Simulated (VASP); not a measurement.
Data:

```yaml
crystal:
  lattice:
    - [-1.51500, 1.51500, 1.51500]
    - [1.51500, -1.51500, 1.51500]
    - [1.51500, 1.51500, -1.51500]
  atoms:
    - { symbol: V, position: [0.00000, 0.00000, 0.00000] }
```

Level of theory: SCAN meta-GGA, VASP's PBE PAW potentials (set 64) (plane waves; VASP). Run with 400 eV cut-off, 15×15×15 Γ-centred mesh, first-order Methfessel-Paxton smearing of 0.10 eV, potentials V_sv.

**Question.** Give the stress tensor in GPa (positive for a compressed cell).

**Answer.** 
```
-11.62    0.00    0.00
  0.00  -11.62    0.00
  0.00    0.00  -11.62
```
The pressure is its mean diagonal, -11.62 GPa.

The compound is V in the bcc structure. The cell was not relaxed at this level. The run is one of a series of settings (GGA removed, LMIXTAU = .TRUE., METAGGA = SCAN against the base run), some of them coarse on purpose. The run is not spin-polarised, so no magnetic state was tried.
